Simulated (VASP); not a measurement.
Level of theory: PBEsol GGA, VASP's PBE PAW potentials (set 64) (plane waves; VASP 6.6.1).

A VASP calculation is set up with these files.

### INCAR
```
# general
SYSTEM  = HfN
PREC    = Accurate
ENCUT   = 620
LREAL   = F   # projection in real space or not
LASPH   = T   # aspherical one-centre terms

# electronic loop
EDIFF   = 1E-6
NELM    = 100   # most electronic steps
ALGO    = Normal   # blocked Davidson
LMAXMIX = 6   # l cut-off of mixed one-centre charges

# smearing
ISMEAR  = 1
SIGMA   = 0.1

# functional
GGA     = PS   # PBEsol

# ions
IBRION  = 2
NSW     = 40   # most ionic steps
ISIF    = 3   # ions, shape and volume
EDIFFG  = -0.02
PSTRESS = 300   # kbar

# output
LWAVE   = F
LCHARG  = F
```

**POSCAR**
```
HfN
1
   -0.0000000000     2.1820007068     2.1820007068
    2.1820007068    -0.0000000000     2.1820007068
    2.1820007068     2.1820007068     0.0000000000
Hf N
1 1
Direct
  1.0000000000   1.0000000000   1.0000000000
  0.5000000000   0.5000000000   0.5000000000
```

**KPOINTS**
```
Regular mesh
0
G
  14 14 14
0 0 0
```

POTCAR, in this order: Hf_pv N (PBE.64 set). Program: vasp_std.

Output of the run:

**OSZICAR**
```
       N       E                     dE             d eps       ncg     rms          rms(c)
DAV:   1     0.451959494278E+02    0.45196E+02   -0.91824E+03  2288   0.150E+03
DAV:   2    -0.231549020214E+02   -0.68351E+02   -0.64258E+02  3027   0.294E+02
DAV:   3    -0.255573543373E+02   -0.24025E+01   -0.23735E+01  2990   0.483E+01
DAV:   4    -0.255765790786E+02   -0.19225E-01   -0.19195E-01  2798   0.417E+00
DAV:   5    -0.255768800789E+02   -0.30100E-03   -0.30091E-03  2910   0.419E-01    0.622E+01
DAV:   6    -0.228919442590E+02    0.26849E+01   -0.13123E+01  2747   0.287E+01    0.487E+01
DAV:   7    -0.228461474409E+02    0.45797E-01   -0.59069E-01  2627   0.723E+00    0.270E+01
DAV:   8    -0.228345765868E+02    0.11571E-01   -0.59748E-02  2697   0.251E+00    0.490E+00
DAV:   9    -0.228294384041E+02    0.51382E-02   -0.30017E-02  2699   0.130E+00    0.181E+00
DAV:  10    -0.228290283844E+02    0.41002E-03   -0.20044E-03  2674   0.403E-01    0.110E-01
DAV:  11    -0.228290365447E+02   -0.81603E-05   -0.87563E-05  2795   0.107E-01    0.582E-02
DAV:  12    -0.228290337431E+02    0.28016E-05   -0.82650E-06  2618   0.290E-02    0.151E-02
DAV:  13    -0.228290336595E+02    0.83629E-07   -0.39064E-07  1468   0.757E-03
   1 F= -.18938534E+02 E0= -.18938377E+02  d E =-.189385E+02
```

### OUTCAR
```
------------------------ aborting loop because EDIFF is reached ----------------------------------------
  FORCE on cell =-STRESS in cart. coord.  units (eV):
  Direction    XX          YY          ZZ          XY          YZ          ZX
  --------------------------------------------------------------------------------------
  Total        3.8874080      3.8874080      3.8874080      0.0000000      0.0000000     -0.0000000
  in kB      299.7616359    299.7616359    299.7616359      0.0000000      0.0000000     -0.0000000
  external PRESSURE =      -0.2383641 kB  Pullay stress =     300.0000000 kB
  volume of cell :       20.78
      direct lattice vectors                 reciprocal lattice vectors
     0.000000000  2.182000707  2.182000707    -0.229147497  0.229147497  0.229147497
     2.182000707  0.000000000  2.182000707     0.229147497 -0.229147497  0.229147497
     2.182000707  2.182000707  0.000000000     0.229147497  0.229147497 -0.229147497
 POSITION                                       TOTAL-FORCE (eV/Angst)
 -----------------------------------------------------------------------------------
      0.00000      0.00000      0.00000        -0.000000     -0.000000     -0.000000
      2.18200      2.18200      2.18200         0.000000      0.000000      0.000000
 -----------------------------------------------------------------------------------
    total drift:                                0.000000      0.000000      0.000000
  FREE ENERGIE OF THE ION-ELECTRON SYSTEM (eV)
  ---------------------------------------------------
  free  energy   TOTEN  =       -22.8290336595 eV

  energy  without entropy=      -22.8285622108  energy(sigma->0) =      -22.82887651
  enthalpy is  TOTEN    =       -18.9385344735 eV   P V=        3.8904991859

 reached required accuracy - stopping structural energy minimisation
```
(Selected blocks of OUTCAR.)

File OUTCAR:
```
 val. band max:        9.1188292461   @ k =   0.5000   0.2143   0.0000

 cond. band min:       9.1584096766   @ k =   0.3571   0.1429   0.0714


 Fermi energy:         9.1418956388

 k-point     1 :       0.0000    0.0000    0.0000
  band No.  band energies     occupation
      1     -21.4951      2.00000
      2     -21.4951      2.00000
      3     -21.4951      2.00000
      4      -8.9018      2.00000
      5       6.0584      2.00000
      6       6.0584      2.00000
      7       6.0584      2.00000
      8       8.7045      2.00000
      9       8.7045      2.00000
     10       8.7045      2.00000
     11      11.3490      0.00000

 k-point     2 :       0.0714    0.0000    0.0000
  band No.  band energies     occupation
      1     -21.5759      2.00000
      2     -21.5011      2.00000
      3     -21.5011      2.00000
      4      -8.7503      2.00000
      5       5.5071      2.00000
      6       5.7000      2.00000
      7       5.7000      2.00000
      8       8.8810      2.00140
      9       8.9050      2.00408
     10       8.9050      2.00408
     11      11.8131      0.00000

 k-point     3 :       0.1429    0.0000    0.0000
  band No.  band energies     occupation
      1     -21.7948      2.00000
      2     -21.5178      2.00000
      3     -21.5178      2.00000
      4      -8.3246      2.00000
      5       4.3319      2.00000
      6       4.9318      2.00000
      7       4.9318      2.00000
      8       9.1766      0.45043
      9       9.4176     -0.00068
     10       9.4176     -0.00068
     11      12.9674      0.00000

 k-point     4 :       0.2143    0.0000    0.0000
  band No.  band energies     occupation
      1     -22.0941      2.00000
      2     -21.5418      2.00000
      3     -21.5418      2.00000
      4      -7.6994      2.00000
      5       3.0172      2.00000
      6       4.1144      2.00000
      7       4.1144      2.00000
      8       9.5603     -0.00000
      9      10.1747     -0.00000
...
```

Unless said otherwise, spin-orbit coupling is left out, though it shifts the bands of the heavy elements here.

The compound is HfN in the rock salt structure. It was relaxed first under an external pressure of 30 GPa. The electron count is odd and the run is not spin-polarised, which forces a metal.
